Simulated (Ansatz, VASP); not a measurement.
# Tl2Te: VASP beside Ansatz

Wanted: the spread between two codes on one cell, functional and k mesh. The cell is generated by rule, not measured, and may not be a known phase. The cell is taken from a series of runs on this material, whose earlier steps may have relaxed, scaled, displaced or heated it; both programs get it as it stands.

Method: plane waves, with VASP 6.6.1 beside it; zone-centre phonons at PBEsol, in Ansatz 0.2.0.

The structure was built from a prototype and need not be the compound's stable phase.

**1. Set-up**

Symmetry: Cmmm, No. 65, orthorhombic system. Conventional cell: a = 7.009 Å, b = 13.510 Å, c = 4.486 Å, α = 90.00°, β = 90.00°, γ = 90.00°. Nearest to Te lie 7 Tl at 3.00 to 3.51 Å. Tl has 3 Te at 3.00 to 3.51 Å and 4 Tl at 3.48 Å nearest. Nearest to Tl lie 4 Te at 3.33 Å and 6 Tl at 3.37 to 3.64 Å. Farther neighbours and most contacts between anions are not listed.

**2. Ansatz: zone-centre phonons, PBEsol**

Ansatz runs on its default PAW (the set named soft_2) files.

Second derivatives magnify differences that forces hide, and they need a tight electronic threshold.

Contents of input.yaml:

```yaml
crystal:
  lattice:
    - [3.5044721902, -6.7549435204, 0.0]
    - [3.5044721902, 6.7549435204, 0.0]
    - [0.0, 0.0, 4.4855748534]
  atoms:
    - { symbol: Te, position: [0.8664482577, 0.1335517423, 0.0] }
    - { symbol: Te, position: [0.1335517423, 0.8664482577, 0.0] }
    - { symbol: Tl, position: [0.6440225653, 0.3559774347, 0.0] }
    - { symbol: Tl, position: [0.3559774347, 0.6440225653, 0.0] }
    - { symbol: Tl, position: [0.7598440278, 0.7598440278, 0.5] }
    - { symbol: Tl, position: [0.2401559722, 0.2401559722, 0.5] }
kpoints:
  mp_grid: { grid: [6, 6, 8] }
hamiltonian:
  xc: pbesol
scf:
  occupations: { method: gaussian, width: 0.01 }
output:
  eigenvalues: true
phonons:
  method: dfpt
```

The run is started by

```bash
> ansatz run input.yaml --threads 8 --pin off --max-ram 14336MiB --backend cpu --events-out ev --progress --plain --runs-dir out
```

Numbers of over 12 decimals in the logs are rounded to 6 here.

Log:

```text
zone centre: on kpoints.mp_grid the ground state, and the responses unless they are solved on pairs of k-points, stand on 100 of the mesh's 288 k-points, reduced under 2 symmetry operations, with k and −k counted as one. Each operation leaves every solved displacement unchanged or reverses it
Engine: ansatz 0.2.0, aarch64-unknown-linux-gnu
Pseudopotentials: kind: paw
Pseudopotential: Te, paw, valence charge 16, recommended cutoff 420 eV (normal), Te.paw.azcp
Pseudopotential: Tl, paw, valence charge 13, recommended cutoff 420 eV (normal), Tl.paw.azcp
Functional definition: PBEsol
  exchange = pbesol_x
  correlation = pbesol_c
Crystal: 6 atoms, lattice volume = 212.370 Å³
Basis set: ecut = 420 eV, 4179 PW (Γ), exchange–correlation on 108×108×60 points (8 copies of the dense FFT grid, shifted against one another)
Bands: 51, of which v1, the nominal top of the filled ones, is band 42 counted from 1 (41 counted from 0)
Symmetry: 8 space group operations
k-points: 100 of 288 (irreducible under 2 space group operations, time reversal used)
Non-local potential: Te, projectors of the file, l = 0: 2, l = 1: 2, l = 2: 2, l = 3: 2
Non-local potential: Tl, projectors of the file, l = 0: 2, l = 1: 2, l = 2: 2, l = 3: 1
PAW form: soft (Blöchl's): semilocal exchange-correlation on the pseudo side does not see the compensation charge
PAW frozen core: Te, regenerated for the run's functional, and the local potential with it (the file was generated under x = pbe(κ = 0.804, μ = 0.219515), c = pbe(β = 0.066725))
PAW frozen core: Tl, regenerated for the run's functional, and the local potential with it (the file was generated under x = pbe(κ = 0.804, μ = 0.219515), c = pbe(β = 0.066725))
PAW one-centre angular grid: Te, 590 points (default); XC on 64 Gauss nodes
PAW one-centre angular grid: Tl, 590 points (default); XC on 64 Gauss nodes
Initial density: superposition of atomic densities (neutral atoms: chi_scale 0, normalization atom), corrected by the library's trained network
Initial wavefunctions: pseudopotential atomic-orbital guess
Functional: x = pbesol(κ = 0.804, μ = 0.123457), c = pbesol(β = 0.046)
SCF iter   1: F=—  HF=-58986.163461 eV  |F-HF|=—  |Δ(HF+E_count)|=         —  Δρ=2.55e-3  dr2=2.04e-2  ethr=1.77e-3  ⟨swp⟩=7.0  Hψ=21421  notcnv=0
preconditioner: auto → LDOS  [metal: Δε(μ)=0.004 eV  Ē_g=11.615 eV  σ=0.010 eV  W_gap=0.20  n_scr=48 (ndim 8)  ℏωp=20.4 eV  f_vac=0.082  D(μ)=4.89/eV (n_scr^D=32)  β→1.0]
SCF iter   2: F=—  HF=-58986.157688 eV  |F-HF|=—  |Δ(HF+E_count)|=   5.77e-3  Δρ=1.62e-3  dr2=5.37e-3  ethr=2.43e-5  ⟨swp⟩=3.0  Hψ=10182  notcnv=0  defer=336
SCF iter   3: F=—  HF=-58986.155768 eV  |F-HF|=—  |Δ(HF+E_count)|=   1.92e-3  Δρ=4.43e-4  dr2=7.87e-4  ethr=6.39e-6  ⟨swp⟩=2.0  Hψ=8528  notcnv=0  defer=336
SCF iter   4: F=—  HF=-58986.155647 eV  |F-HF|=—  |Δ(HF+E_count)|=   1.21e-4  Δρ=1.65e-4  dr2=1.44e-4  ethr=9.37e-7  ⟨swp⟩=2.0  Hψ=7907  notcnv=0  defer=336
SCF iter   5: F=—  HF=-58986.155616 eV  |F-HF|=—  |Δ(HF+E_count)|=   3.02e-5  Δρ=8.30e-5  dr2=3.33e-5  ethr=1.72e-7  ⟨swp⟩=2.3  Hψ=7971  notcnv=0  defer=336
SCF iter   6: F=—  HF=-58986.155610 eV  |F-HF|=—  |Δ(HF+E_count)|=   6.59e-6  Δρ=2.85e-5  dr2=2.16e-6  ethr=3.96e-8  ⟨swp⟩=2.0  Hψ=7956  notcnv=0  defer=336
SCF iter   7: F=—  HF=-58986.155623 eV  |F-HF|=—  |Δ(HF+E_count)|=   1.33e-5  Δρ=9.53e-6  dr2=4.44e-7  ethr=2.58e-9  ⟨swp⟩=2.0  Hψ=7943  notcnv=0  defer=336
SCF iter   8: F=—  HF=-58986.155623 eV  |F-HF|=—  |Δ(HF+E_count)|=   7.64e-8  Δρ=3.09e-6  dr2=1.80e-8  ethr=5.29e-10  ⟨swp⟩=2.2  Hψ=7776  notcnv=0  defer=336
SCF iter   9: F=—  HF=-58986.155623 eV  |F-HF|=—  |Δ(HF+E_count)|=   1.23e-8  Δρ=1.22e-6  dr2=5.36e-9  ethr=2.14e-11  ⟨swp⟩=2.0  Hψ=8967  notcnv=0  defer=336
SCF iter  10: F=—  HF=-58986.155623 eV  |F-HF|=—  |Δ(HF+E_count)|=   1.10e-9  Δρ=3.94e-7  dr2=3.21e-10  ethr=6.38e-12  ⟨swp⟩=2.0  Hψ=8967  notcnv=0  defer=336
SCF iter  11: F=—  HF=-58986.155623 eV  |F-HF|=—  |Δ(HF+E_count)|=  3.20e-10  Δρ=8.68e-8  dr2=1.57e-11  ethr=1.00e-12  ⟨swp⟩=2.0  Hψ=5686  notcnv=0  defer=336
SCF iter  12: F=-58986.155623 eV  HF=-58986.155623 eV  |F-HF|=7.28e-12  |Δ(HF+E_count)|=  7.28e-12  Δρ=2.61e-8  dr2=1.05e-12  ethr=1.00e-12  ⟨swp⟩=11.6  Hψ=27432  notcnv=0
SCF 1 converged in 12 iterations: F = -58986.155623 eV  dr2 = 1.05e-12
  greatest PAW one-centre occupation: 0.998 electrons in one spin orbital (limit 2), on the Te atom at site 1 (counted from 0), in its partial waves of l = 2
DFPT response loops at Γ: preconditioner auto → Kerker (q_TF=auto, 2.338 Å⁻¹) (partly filled bands, converged f_vac=0.086); β = 1.00, the filter's whole step (`scf.mixing.beta` (0.50) is not read by the response loops under this deck's `scf.mixing.preconditioner`; to damp them name `kerker` or `kerker_dos`, under which they read `scf.mixing.beta`, and type it under 1.00, their step now; both keys bind the ground state too); Broyden in place of MSR1
SCF converged after 12 iterations
Free energy (F): -58986.155623 eV
Harris-Foulkes:  -58986.155623 eV  (|F-HF|=7.28e-12)
Internal energy: -58986.155391 eV  (E = F + TS)
E sigma→0 (E₀):  -58986.155507 eV
Entropy (-TS):   -0.000232 eV (-0.039 meV/atom)
Fermi energy:    7.364001 eV
--- Per-component energies (eV) ---
  E_band       = -651.431511
  E_kinetic    = 1693.089199
  E_local      = -7176.300343  (includes V_loc(G=0)·N_el)
  E_nonlocal   = 662.209307
  E_hartree    = 3398.263976
  E_xc         = -1162.070140
  E_vxc        = -776.814981  (∫ρ·V_xc dr)
  E_paw        = -49236.194508  (= ΣΔE_a)
  E_vpaw       = -1850.142432  (= ΣTr[D̂ρ^β])
  E_aug_tail   = -0.000227  (compensation charges beyond the density's cutoff)
  E_ewald      = -7166.055345
  E_core_change = 0.902691  (= ΣΔE_core)
  E_smearing   = -0.000232  (= −TS)
  E_closure    = 0.000000  (closes the sum)
  Σ components = -58986.155623   (vs F -58986.155623, Δ=0.00e0)
--- Band table (eV; the first three rows and the last of 100) ---
  k-point 0: bands = [... 38 lower, 6.6342, 7.1402, 7.2237, 7.4951, 7.7393, 9.9895, 10.3472, 11.1122, ... 5 higher]
  k-point 1: bands = [... 38 lower, 6.6848, 6.8876, 7.0663, 7.5155, 7.7750, 9.6653, 9.8905, 10.6407, ... 5 higher]
  k-point 2: bands = [... 38 lower, 5.8659, 6.0631, 6.4558, 7.5663, 7.8846, 8.7029, 9.7231, 10.3770, ... 5 higher]
  k-point 99: bands = [... 38 lower, 4.9326, 5.4650, 6.1188, 6.9687, 8.2682, 8.5600, 8.8671, 9.8085, ... 5 higher]
--- Phonons (Γ-DFPT): 9 representative perturbations + reference, on 100 of 288 k-points (Σ response iterations 27) ---
  k mesh reduced under 2 symmetry operations, with k and −k counted as one. Each operation leaves every solved displacement unchanged or reverses it
  ASR residual: 1.030e-4 → 0.000e0 eV/Å²; symmetrization residual: 5.327e-5 eV/Å²
  ASR residual per site (eV/Å²): 1.03e-4 1.03e-4 2.91e-5 2.91e-5 3.84e-5 3.84e-5
  Γ frequencies (cm⁻¹): -39.92 -17.67 -12.52 0.00 0.00 0.00 29.50 33.81 39.24 41.20 44.02 56.06 56.92 58.33 62.12 83.05 88.64 111.07
  non-analytic LO–TO correction: not included (Born effective charges unavailable; polar crystals: no LO–TO splitting at Γ)
```

Reading the cycles: dr2 is the Hartree energy of the density residual (eV), the measure of convergence; HF is the Harris–Foulkes estimate of the energy, which meets the free energy F at convergence.

**3. VASP: zone-centre phonons, PBEsol**

The same cell, functional, mesh and smearing now go to VASP, with its own data sets.

Lines of VASP's logs that name or quote its potential files are left out, and so is its time.

Contents of INCAR:

```
SYSTEM = Tl2Te
PREC = Accurate
ENCUT = 500
EDIFF = 1E-08
NELM = 120
ISMEAR = 0
SIGMA = 0.01
LREAL = .FALSE.
ALGO = Normal
GGA = PS
NBANDS = 39
LORBIT = 11
LWAVE = .FALSE.
LCHARG = .FALSE.
ISIF = 2
IBRION = 8
LASPH = .TRUE.
GGA_COMPAT = .FALSE.
KPAR = 2
```

Contents of POSCAR:

```
Tl2Te
1.0
    3.5044721902     -6.7549435204      0.0000000000
    3.5044721902      6.7549435204      0.0000000000
    0.0000000000      0.0000000000      4.4855748534
Te Tl
2 4
Direct
    0.8664482577      0.1335517423      0.0000000000
    0.1335517423      0.8664482577      0.0000000000
    0.6440225653      0.3559774347      0.0000000000
    0.3559774347      0.6440225653      0.0000000000
    0.7598440278      0.7598440278      0.5000000000
    0.2401559722      0.2401559722      0.5000000000
```

Contents of KPOINTS:

```
Automatic mesh
0
Gamma
6 6 8
0 0 0
```

PAW data sets: Te and Tl_d (PBE family, release 64).

The run is started by

```bash
> mpirun -np 2 vasp_std
```

Log:

```text
[banner, memory and clock lines left out]
running    2 mpi-ranks, on    1 nodes
 distrk:  each k-point on    1 cores,    2 groups
 distr:  one band on    1 cores,    1 groups

 POSCAR found type information on POSCAR TeTl
 POSCAR found :  2 types and       6 ions
|                                                                             |
|               ----> ADVICE to this user running VASP <----                  |
|                                                                             |
|     You enforced a specific xc type in the INCAR file but a different       |
|     [... a line on the potential file left out ...]
|     I HOPE YOU KNOW WHAT YOU ARE DOING!                                     |
|                                                                             |

 LDA part: xc-table for (Slater+PW92), standard interpolation
 POSCAR, INCAR and KPOINTS ok, starting setup
 FFT: planning ... GRIDC
 FFT: planning ... GRID_SOFT
 FFT: planning ... GRID
 WAVECAR not read
 entering main loop
       N       E                     dE             d eps       ncg     rms          rms(c)
DAV:   1     0.342659075406E+03    0.34266E+03   -0.30413E+04  5070   0.141E+03
DAV:   2    -0.287949914316E+01   -0.34554E+03   -0.33388E+03  5605   0.297E+02
DAV:   3    -0.182308154585E+02   -0.15351E+02   -0.14806E+02  5855   0.488E+01
DAV:   4    -0.185307941276E+02   -0.29998E+00   -0.29971E+00  6110   0.670E+00
DAV:   5    -0.185369267621E+02   -0.61326E-02   -0.61317E-02  6223   0.992E-01    0.696E+00
DAV:   6    -0.180259128660E+02    0.51101E+00   -0.84401E-01  5543   0.512E+00    0.479E+00
DAV:   7    -0.180109741427E+02    0.14939E-01   -0.36466E-01  5665   0.251E+00    0.208E+00
DAV:   8    -0.180067543479E+02    0.42198E-02   -0.21016E-02  5550   0.811E-01    0.600E-01
DAV:   9    -0.180069874609E+02   -0.23311E-03   -0.35458E-03  5686   0.272E-01    0.723E-02
DAV:  10    -0.180072216602E+02   -0.23420E-03   -0.32834E-04  5725   0.804E-02    0.499E-02
DAV:  11    -0.180074590593E+02   -0.23740E-03   -0.31307E-04  5413   0.827E-02    0.224E-02
DAV:  12    -0.180074563664E+02    0.26929E-05   -0.22792E-05  5869   0.362E-02    0.124E-02
DAV:  13    -0.180074608207E+02   -0.44543E-05   -0.12655E-05  5553   0.193E-02    0.460E-03
DAV:  14    -0.180074617374E+02   -0.91673E-06   -0.22910E-06  5686   0.918E-03    0.324E-03
DAV:  15    -0.180074617400E+02   -0.26484E-08   -0.10890E-07  5790   0.220E-03    0.249E-03
DAV:  16    -0.180074618597E+02   -0.11970E-06   -0.12545E-07  5595   0.165E-03    0.686E-04
DAV:  17    -0.180074618712E+02   -0.11428E-07   -0.21356E-08  4366   0.121E-03    0.153E-04
DAV:  18    -0.180074618715E+02   -0.30559E-09   -0.56747E-09  3193   0.451E-04
   1 F= -.18007462E+02 E0= -.18007344E+02  d E =-.235675E-03
 Linear response reoptimize wavefunctions to high precision
DAV:   1    -0.180074618668E+02    0.46748E-08   -0.52144E-10  3067   0.203E-04
DAV:   2    -0.180074618668E+02   -0.13642E-10   -0.69035E-11  2850   0.439E-05
 Linear response DOF=           9
 Linear response progress:
  Degree of freedom:   1/  9
       N       E                     dE             d eps       ncg     rms          rms(c)
RMM:   1    -0.566527027966E-01   -0.56653E-01    0.62706E-02 16159   0.545E-01
RMM:   2    -0.557235201011E-01    0.92918E-03   -0.20103E-03 11969   0.129E-01    0.596E-02
RMM:   3    -0.558318993853E-01   -0.10838E-03   -0.10815E-04 12438   0.316E-02    0.403E-02
RMM:   4    -0.559639200341E-01   -0.13202E-03   -0.30856E-05 12673   0.184E-02    0.784E-03
RMM:   5    -0.559843791606E-01   -0.20459E-04   -0.13569E-06 12767   0.445E-03    0.272E-03
RMM:   6    -0.559839742151E-01    0.40495E-06   -0.13480E-07 12690   0.154E-03    0.547E-04
RMM:   7    -0.559836758998E-01    0.29832E-06   -0.11118E-08 12918   0.444E-04    0.262E-04
RMM:   8    -0.559833531880E-01    0.32271E-06   -0.41104E-09 12279   0.262E-04    0.685E-05
RMM:   9    -0.559834464774E-01   -0.93289E-07   -0.22341E-09 13047   0.785E-05    0.327E-05
RMM:  10    -0.559834139489E-01    0.32528E-07   -0.71507E-09 12199   0.521E-05    0.105E-05
RMM:  11    -0.559833995679E-01    0.14381E-07   -0.70265E-09 13306   0.136E-05    0.394E-06
RMM:  12    -0.559834054990E-01   -0.59311E-08    0.23251E-09 10991   0.690E-06    0.199E-06
 first order change of Fermi-energy   0.81247E-03
 force on displaced ion       1 direction 1 :  -1.105  -0.001   0.000
 Linear response progress:
  Degree of freedom:   2/  9
       N       E                     dE             d eps       ncg     rms          rms(c)
RMM:   1    -0.567180953527E-01   -0.56718E-01    0.67879E-02 12607   0.582E-01
RMM:   2    -0.555922169687E-01    0.11259E-02   -0.22421E-03  7842   0.139E-01    0.105E-01
RMM:   3    -0.556827106490E-01   -0.90494E-04   -0.17411E-04  8169   0.373E-02    0.658E-02
[...]
RMM:   6    -0.557974760569E-01    0.72174E-05   -0.27441E-07  8242   0.147E-03    0.117E-03
RMM:   7    -0.557958382431E-01    0.16378E-05   -0.29294E-08  8286   0.709E-04    0.360E-04
RMM:   8    -0.557959838924E-01   -0.14565E-06   -0.11770E-08  8184   0.327E-04    0.154E-04
RMM:   9    -0.557960556847E-01   -0.71792E-07   -0.77232E-09  8097   0.196E-04    0.457E-05
RMM:  10    -0.557960574836E-01   -0.17988E-08    0.98991E-10  8475   0.440E-05    0.183E-05
 first order change of Fermi-energy  -0.56124E+00
[...]
RMM:   2    -0.350131824780E+00    0.10094E-03   -0.36702E-03  7645   0.350E-01    0.893E-02
RMM:   3    -0.349735180473E+00    0.39664E-03   -0.12594E-04  8533   0.552E-02    0.516E-02
RMM:   4    -0.349352145975E+00    0.38303E-03   -0.68385E-05  8447   0.299E-02    0.104E-02
RMM:   5    -0.349357821853E+00   -0.56759E-05   -0.25034E-06  8640   0.637E-03    0.425E-03
RMM:   6    -0.349363757742E+00   -0.59359E-05   -0.48693E-07  8422   0.287E-03    0.972E-04
RMM:   7    -0.349366395694E+00   -0.26380E-05   -0.31947E-08  8746   0.741E-04    0.402E-04
RMM:   8    -0.349367731462E+00   -0.13358E-05   -0.17739E-08  8475   0.319E-04    0.147E-04
RMM:   9    -0.349367750819E+00   -0.19357E-07   -0.37657E-09  8665   0.130E-04    0.414E-05
RMM:  10    -0.349368104241E+00   -0.35342E-06   -0.16394E-09  8297   0.679E-05    0.176E-05
RMM:  11    -0.349368085223E+00    0.19017E-07   -0.86604E-10  8781   0.236E-05    0.406E-06
RMM:  12    -0.349368087006E+00   -0.17832E-08   -0.88724E-10  8294   0.148E-05    0.213E-06
 first order change of Fermi-energy   0.14114E+00
 force on displaced ion       3 direction 2 :   0.000  -3.255   0.000
 Linear response progress:
  Degree of freedom:   6/  9
       N       E                     dE             d eps       ncg     rms          rms(c)
RMM:   1    -0.340149380560E+00   -0.34015E+00   -0.24205E-01 11680   0.287E+00
RMM:   2    -0.341481953796E+00   -0.13326E-02   -0.35317E-03 10487   0.346E-01    0.319E-02
RMM:   3    -0.341655611580E+00   -0.17366E-03   -0.12445E-04 11443   0.539E-02    0.164E-02
RMM:   4    -0.341723905670E+00   -0.68294E-04   -0.66082E-06 11683   0.129E-02    0.735E-03
RMM:   5    -0.341753880102E+00   -0.29974E-04   -0.86289E-07 11401   0.493E-03    0.125E-03
RMM:   6    -0.341744561416E+00    0.93187E-05   -0.37381E-08 11789   0.138E-03    0.481E-04
RMM:   7    -0.341742366505E+00    0.21949E-05    0.17616E-08 11558   0.466E-04    0.155E-04
RMM:   8    -0.341742552949E+00   -0.18644E-06    0.87588E-09 11828   0.182E-04    0.335E-05
RMM:   9    -0.341742603826E+00   -0.50877E-07    0.18224E-09 11902   0.679E-05    0.114E-05
RMM:  10    -0.341742575130E+00    0.28696E-07    0.17561E-09 11719   0.234E-05    0.544E-06
RMM:  11    -0.341742638427E+00   -0.63297E-07    0.18499E-10 11499   0.132E-05    0.163E-06
RMM:  12    -0.341742655628E+00   -0.17201E-07   -0.33902E-10  8838   0.807E-06    0.514E-07
RMM:  13    -0.341742660997E+00   -0.53689E-08   -0.47435E-10  6793   0.734E-06    0.926E-08
 first order change of Fermi-energy  -0.42334E-02
 force on displaced ion       3 direction 3 :   0.000  -0.014  -0.262
 Linear response progress:
  Degree of freedom:   7/  9
       N       E                     dE             d eps       ncg     rms          rms(c)
RMM:   1    -0.348692508978E+00   -0.34869E+00   -0.23236E-01  8382   0.291E+00
RMM:   2    -0.349035943896E+00   -0.34343E-03   -0.32254E-03  7614   0.329E-01    0.611E-02
RMM:   3    -0.348819211382E+00    0.21673E-03   -0.10208E-04  8423   0.498E-02    0.316E-02
RMM:   4    -0.348611262472E+00    0.20795E-03   -0.23181E-05  8395   0.173E-02    0.816E-03
RMM:   5    -0.348583394511E+00    0.27868E-04   -0.13121E-06  8622   0.427E-03    0.260E-03
RMM:   6    -0.348584318182E+00   -0.92367E-06   -0.30156E-07  8506   0.189E-03    0.600E-04
RMM:   7    -0.348583414463E+00    0.90372E-06   -0.18978E-08  8690   0.501E-04    0.210E-04
RMM:   8    -0.348583650268E+00   -0.23581E-06   -0.60585E-09  8585   0.181E-04    0.624E-05
RMM:   9    -0.348583448329E+00    0.20194E-06   -0.16095E-09  8412   0.813E-05    0.209E-05
RMM:  10    -0.348583616872E+00   -0.16854E-06   -0.20249E-09  8622   0.387E-05    0.768E-06
RMM:  11    -0.348583601799E+00    0.15073E-07    0.28849E-10  8518   0.235E-05    0.281E-06
RMM:  12    -0.348583592477E+00    0.93217E-08   -0.63807E-11  7804   0.124E-05    0.769E-07
 first order change of Fermi-energy  -0.49461E-01
 force on displaced ion       5 direction 1 :  -2.868   0.000   0.000
 Linear response progress:
  Degree of freedom:   8/  9
       N       E                     dE             d eps       ncg     rms          rms(c)
RMM:   1    -0.349470701323E+00   -0.34947E+00   -0.23758E-01 13090   0.288E+00
RMM:   2    -0.349813147200E+00   -0.34245E-03   -0.36618E-03 11754   0.343E-01    0.461E-02
RMM:   3    -0.349649772825E+00    0.16337E-03   -0.91447E-05 13200   0.505E-02    0.278E-02
RMM:   4    -0.349502558776E+00    0.14721E-03   -0.12521E-05 13263   0.146E-02    0.857E-03
RMM:   5    -0.349476976373E+00    0.25582E-04   -0.12072E-06 13252   0.424E-03    0.204E-03
RMM:   6    -0.349482104467E+00   -0.51281E-05   -0.20918E-07 13015   0.156E-03    0.696E-04
RMM:   7    -0.349482891585E+00   -0.78712E-06   -0.39606E-08 13400   0.553E-04    0.270E-04
RMM:   8    -0.349482828572E+00    0.63012E-07   -0.10775E-08 13041   0.225E-04    0.471E-05
RMM:   9    -0.349483076686E+00   -0.24811E-06   -0.60887E-09 13461   0.748E-05    0.175E-05
RMM:  10    -0.349483260899E+00   -0.18421E-06   -0.38413E-09 13102   0.311E-05    0.675E-06
RMM:  11    -0.349483257981E+00    0.29179E-08   -0.25431E-09 13588   0.163E-05    0.235E-06
 first order change of Fermi-energy  -0.14967E-05
 force on displaced ion       5 direction 2 :   0.000  -1.262   0.000
 Linear response progress:
  Degree of freedom:   9/  9
       N       E                     dE             d eps       ncg     rms          rms(c)
RMM:   1    -0.341210242707E+00   -0.34121E+00   -0.23908E-01 11708   0.290E+00
RMM:   2    -0.341471774680E+00   -0.26153E-03   -0.31180E-03 10468   0.326E-01    0.496E-02
RMM:   3    -0.341202666211E+00    0.26911E-03   -0.76632E-05 11773   0.459E-02    0.281E-02
RMM:   4    -0.340926641299E+00    0.27602E-03   -0.28258E-05 11746   0.207E-02    0.650E-03
RMM:   5    -0.340929269997E+00   -0.26287E-05   -0.89332E-07 11656   0.392E-03    0.323E-03
RMM:   6    -0.340926921902E+00    0.23481E-05   -0.36632E-07 11414   0.241E-03    0.433E-04
RMM:   7    -0.340925275901E+00    0.16460E-05   -0.83085E-09 11931   0.433E-04    0.216E-04
RMM:   8    -0.340924128123E+00    0.11478E-05   -0.49569E-09 11829   0.134E-04    0.462E-05
RMM:   9    -0.340923918201E+00    0.20992E-06   -0.14163E-09 11990   0.416E-05    0.905E-06
RMM:  10    -0.340924025919E+00   -0.10772E-06    0.27644E-10 12017   0.168E-05    0.376E-06
RMM:  11    -0.340924034159E+00   -0.82403E-08    0.11935E-09 11798   0.119E-05    0.140E-06
 first order change of Fermi-energy   0.60457E-03
 force on displaced ion       5 direction 3 :   0.000   0.000  -1.392
 Linear response finished
```

[end of part 1 of 2]

[Lines on the potential files, build, host, timing and source positions are cut from VASP's logs without a mark.]

[Logs are printed without paths, hosts, clocks, repeated set-up lines and the standing remarks that a program may print on its own settings, such as how far it seeks lower states.]

[Hosts, paths, dates, database ids (printed as entryN), source tags and the programs' standing remarks are cut or masked in the printed files.]
